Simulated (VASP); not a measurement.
An input for Quantum ESPRESSO's pw.x (written as the equivalent of a VASP run, and not itself run):

```
&CONTROL
  calculation = 'vc-relax'
  pseudo_dir = './pseudo'
  outdir = './out'
  tprnfor = .true.
  tstress = .true.
  nstep = 30
  forc_conv_thr = 0.00039
/
&SYSTEM
  ibrav = 0
  nat = 2
  ntyp = 1
  ecutwfc = 84
  occupations = 'smearing'
  smearing = 'methfessel-paxton'
  degauss = 0.00735
  input_dft = 'vdw-df-ob86'
/
&ELECTRONS
  conv_thr = 7.3e-09
  electron_maxstep = 100
/
&IONS
/
&CELL
  cell_dofree = 'shape'
/
ATOMIC_SPECIES
  Ti 47.867 Ti.upf
CELL_PARAMETERS angstrom
     1.4553990   -2.5208250    0.0000000
     1.4553990    2.5208250    0.0000000
     0.0000000    0.0000000    4.6147386
ATOMIC_POSITIONS crystal
  Ti   0.3333330  0.6666670  0.2500000
  Ti   0.6666670  0.3333330  0.7500000
K_POINTS automatic
  14 14 8 0 0 0
```

**Question.** Write the VASP files for the same calculation (optB86b-vdW).

**Answer.** One answer among several that fit: 
File POSCAR:
```
Ti
1
    1.4553989528    -2.5208249881     0.0000000000
    1.4553989528     2.5208249881     0.0000000000
    0.0000000000     0.0000000000     4.6147385823
Ti
2
Direct
  0.3333330000   0.6666670000   0.2500000000
  0.6666670000   0.3333330000   0.7500000000
```

**KPOINTS**
```
Automatic mesh
0
Gamma
14 14 8
0 0 0
```

**INCAR**
```
AGGAC = 0.0
ALGO = Normal
EDIFF = 1E-7
EDIFFG = -0.01
ENCUT = 520
GGA = MK
IBRION = 2
ISIF = 4
ISMEAR = 1
LASPH = .TRUE.
LCHARG = .FALSE.
LMAXMIX = 4
LREAL = .FALSE.
LUSE_VDW = .TRUE.
LWAVE = .FALSE.
NELM = 100
NSW = 30
PARAM1 = 0.1234
PARAM2 = 1.0
PREC = Accurate
SIGMA = 0.1
SYSTEM = Ti
```

POTCAR, in this order: Ti_sv (PBE.64 set). Program: vasp_std.

Limits of the translation: the potentials are each code's own (VASP's PAW set, PseudoDojo norm-conserving files in pw.x), so ENCUT and ecutwfc are chosen apart and not converted; conv_thr bounds pw.x's estimated SCF error, while EDIFF bounds the energy change between steps; forc_conv_thr acts on force components and is met together with etot_conv_thr.

The compound is Ti in the hcp structure. This run relaxes it. Symmetry was kept, so distortions that lower it aren't found.
